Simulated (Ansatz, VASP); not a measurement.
**Sn: VASP beside Ansatz**

Wanted: the spread between two codes on one cell, functional and k mesh. The cell is taken from a series of runs on this material, whose earlier steps may have relaxed, scaled, displaced or heated it; both programs get it as it stands.

Program: Ansatz 0.2.0. Level of theory: plane waves, with VASP 6.6.1 beside it; zone-centre phonons at PBEsol. Results are calculated unless marked as measured.

### 1. Set-up

Symmetry: Imma, No. 74, orthorhombic system. Conventional cell: a = 4.626 Å, b = 4.670 Å, c = 6.506 Å, α = 90.00°, β = 90.00°, γ = 90.00°. Nearest to Sn lie 4 Sn at 2.83 to 2.84 Å. That group holds within 0.01 Å; judged at 0.001 Å it is C2/m (No. 12).

### 2. Ansatz: zone-centre phonons, PBEsol

Ansatz runs on its PAW soft_1 files.

Second derivatives magnify differences that forces hide, and they need a tight electronic threshold.

File input.yaml:

```yaml
crystal:
  lattice:
    - [0.0157013283, 3.2866625443, 3.2528123458]
    - [3.2866625443, 0.0157013283, 3.2528123458]
    - [3.3023638726, 3.3023638726, 0.0]
  atoms:
    - { symbol: Sn, position: [0.5007097341, 0.5007097341, 0.4991611906] }
    - { symbol: Sn, position: [0.7492902659, 0.7492902659, 0.7508388094] }
kpoints:
  mp_grid: { grid: [12, 12, 12], shift: [0.5, 0.5, 0.5] }
hamiltonian:
  xc: pbesol
  pseudopotentials: { kind: paw, azcp: { folder: soft_1 }, xc_functional: pbe }
scf:
  occupations: { method: gaussian, width: 0.015 }
output:
  eigenvalues: true
phonons:
  method: dfpt
```

The run is started by

```bash
ansatz run input.yaml --threads 4 --pin off --max-ram 10240MiB --backend cpu --events-out ev --progress --plain --runs-dir out
```

Numbers of over 12 decimals in the logs are rounded to 6 here.

What it wrote:

```text
Engine: ansatz 0.2.0, aarch64-unknown-linux-gnu
Pseudopotentials: kind: paw
Pseudopotential: Sn, paw, valence charge 14, recommended cutoff 420 eV (normal), soft_1/Sn.paw.azcp
Functional definition: PBEsol
  exchange = pbesol_x
  correlation = pbesol_c
Crystal: 2 atoms, lattice volume = 70.273 Å³
Basis set: ecut = 420 eV, 1379 PW (Γ), exchange–correlation on 64×64×64 points (8 copies of the dense FFT grid, shifted against one another)
Bands: 18, of which v1, the nominal top of the filled ones, is band 14 counted from 1 (13 counted from 0)
Symmetry: 4 space group operations
k-points: 864 of 1728 (irreducible under 1 space group operation, time reversal used)
Non-local potential: Sn, projectors of the file, l = 0: 2, l = 1: 2, l = 2: 2, l = 3: 1
PAW form: soft (Blöchl's): semilocal exchange-correlation on the pseudo side does not see the compensation charge
PAW frozen core: Sn, regenerated for the run's functional, and the local potential with it (the file was generated under x = pbe(κ = 0.804, μ = 0.219515), c = pbe(β = 0.066725))
PAW one-centre angular grid: Sn, 590 points (default); XC on 64 Gauss nodes
Initial density: superposition of atomic densities (chi_scale 0.1, normalization cell)
Initial wavefunctions: pseudopotential atomic-orbital guess
Functional: x = pbesol(κ = 0.804, μ = 0.123457), c = pbesol(β = 0.046)
SCF iter   1: F=—  HF=-11899.714251 eV  |F-HF|=—  |Δ(HF+E_count)|=         —  Δρ=2.11e-2  dr2=3.30e-1  ethr=3.10e-3  ⟨swp⟩=6.0  Hψ=85910  notcnv=0
preconditioner: auto → Kerker (q_TF=auto, 2.340 Å⁻¹)  [metal: Δε(μ)=0.001 eV  Ē_g=19.847 eV  σ=0.015 eV  W_gap=0.04  n_scr=14 (ndim 8)  ℏωp=23.4 eV  f_vac=0.008  D(μ)=0.17/eV (n_scr^D=0)]
SCF iter   2: F=—  HF=-11899.673853 eV  |F-HF|=—  |Δ(HF+E_count)|=   4.04e-2  Δρ=1.38e-2  dr2=1.58e-1  ethr=1.18e-3  ⟨swp⟩=2.0  Hψ=25250  notcnv=0
SCF iter   3: F=—  HF=-11899.643306 eV  |F-HF|=—  |Δ(HF+E_count)|=   3.05e-2  Δρ=2.52e-3  dr2=1.28e-2  ethr=5.66e-4  ⟨swp⟩=2.0  Hψ=19005  notcnv=0
SCF iter   4: F=—  HF=-11899.644045 eV  |F-HF|=—  |Δ(HF+E_count)|=   7.39e-4  Δρ=1.37e-3  dr2=2.65e-3  ethr=4.56e-5  ⟨swp⟩=2.0  Hψ=22399  notcnv=0
SCF iter   5: F=—  HF=-11899.645220 eV  |F-HF|=—  |Δ(HF+E_count)|=   1.17e-3  Δρ=2.82e-4  dr2=7.20e-5  ethr=9.46e-6  ⟨swp⟩=2.0  Hψ=22464  notcnv=0
SCF iter   6: F=—  HF=-11899.645298 eV  |F-HF|=—  |Δ(HF+E_count)|=   7.81e-5  Δρ=5.42e-5  dr2=1.45e-6  ethr=2.57e-7  ⟨swp⟩=2.1  Hψ=20749  notcnv=0
SCF iter   7: F=—  HF=-11899.645305 eV  |F-HF|=—  |Δ(HF+E_count)|=   7.27e-6  Δρ=9.18e-6  dr2=4.29e-8  ethr=5.16e-9  ⟨swp⟩=2.0  Hψ=19010  notcnv=0
SCF iter   8: F=—  HF=-11899.645305 eV  |F-HF|=—  |Δ(HF+E_count)|=   1.56e-7  Δρ=1.67e-6  dr2=2.39e-9  ethr=1.53e-10  ⟨swp⟩=2.5  Hψ=24564  notcnv=0
SCF iter   9: F=—  HF=-11899.645305 eV  |F-HF|=—  |Δ(HF+E_count)|=   4.67e-9  Δρ=4.49e-7  dr2=2.55e-10  ethr=8.53e-12  ⟨swp⟩=2.1  Hψ=19867  notcnv=0
SCF iter  10: F=—  HF=-11899.645305 eV  |F-HF|=—  |Δ(HF+E_count)|=  1.95e-10  Δρ=1.98e-7  dr2=5.26e-11  ethr=1.00e-12  ⟨swp⟩=2.8  Hψ=26611  notcnv=0
SCF iter  11: F=-11899.645305 eV  HF=-11899.645305 eV  |F-HF|=3.64e-12  |Δ(HF+E_count)|=  2.55e-11  Δρ=6.96e-8  dr2=6.96e-12  ethr=1.00e-12  ⟨swp⟩=5.6  Hψ=75104  notcnv=0
SCF 1 converged in 11 iterations: F = -11899.645305 eV  dr2 = 6.96e-12
  greatest PAW one-centre occupation: 0.991 electrons in one spin orbital (limit 2), on the Sn atom at site 1 (counted from 0), in its partial waves of l = 2
DFPT response loops at Γ: preconditioner auto → Kerker (q_TF=auto, 2.340 Å⁻¹) (partly filled bands, converged f_vac=0.088); β = 1.00, the filter's whole step (`scf.mixing.beta` (0.50) is not read by the response loops under this deck's `scf.mixing.preconditioner`; to damp them name `kerker` or `kerker_dos`, under which they read `scf.mixing.beta`, and type it under 1.00, their step now; both keys bind the ground state too); Broyden in place of MSR1
SCF converged after 11 iterations
Free energy (F): -11899.645305 eV
Harris-Foulkes:  -11899.645305 eV  (|F-HF|=3.64e-12)
Internal energy: -11899.645300 eV  (E = F + TS)
E sigma→0 (E₀):  -11899.645302 eV
Entropy (-TS):   -0.000005 eV (-0.003 meV/atom)
Fermi energy:    7.410245 eV
--- Per-component energies (eV) ---
  E_band       = -258.169540
  E_kinetic    = 336.627921
  E_local      = -2656.590972  (includes V_loc(G=0)·N_el)
  E_nonlocal   = 293.780482
  E_hartree    = 1288.373114
  E_xc         = -248.842679
  E_vxc        = -160.147387  (∫ρ·V_xc dr)
  E_paw        = -8592.619063  (= ΣΔE_a)
  E_vpaw       = -648.586334  (= ΣTr[D̂ρ^β])
  E_aug_tail   = 0.000580  (compensation charges beyond the density's cutoff)
  E_ewald      = -2320.944364
  E_core_change = 0.569679  (= ΣΔE_core)
  E_smearing   = -0.000005  (= −TS)
  E_closure    = 0.000000  (closes the sum)
  Σ components = -11899.645305   (vs F -11899.645305, Δ=0.00e0)
--- Band table (eV; the first three rows and the last of 864) ---
  k-point 0: bands = [... 10 lower, -3.0526, 6.2207, 7.4280, 7.4387, 7.6121, 9.5393, 9.5670, 9.6130]
  k-point 1: bands = [... 10 lower, -2.9669, 5.4075, 7.0714, 7.3682, 8.0019, 9.7059, 9.7427, 10.0353]
  k-point 2: bands = [... 10 lower, -2.7549, 4.2612, 6.6965, 7.0995, 8.0228, 10.0330, 10.2172, 10.8382]
  k-point 863: bands = [... 10 lower, -1.4724, 1.1691, 6.0347, 6.2753, 7.4509, 10.4914, 10.6458, 12.9808]
--- Phonons (Γ-DFPT): 2 representative perturbations + reference, on 864 of 1728 k-points (Σ response iterations 6) ---
  k mesh reduced under 1 symmetry operation, with k and −k counted as one. Each operation leaves every solved perturbation unchanged. A smaller set is not used because it would not reduce the number of displacements times k-points to solve
  ASR residual: 3.404e-5 → 0.000e0 eV/Å²; symmetrization residual: 1.078e-6 eV/Å²
  ASR residual per site (eV/Å²): 3.40e-5 3.40e-5
  Γ frequencies (cm⁻¹): 0.00 0.00 0.00 184.52 186.18 186.61
  non-analytic LO–TO correction: not included (Born effective charges unavailable; polar crystals: no LO–TO splitting at Γ)
```

(Part 1 of 3 ends here.)

[Lines on the potential files, build, host, timing and source positions are cut from VASP's logs without a mark.]

[Logs are printed without paths, hosts, clocks, repeated set-up lines and the standing remarks that a program may print on its own settings, such as how far it seeks lower states.]

[Hosts, paths, dates, database ids (printed as entryN), source tags and the programs' standing remarks are cut or masked in the printed files.]
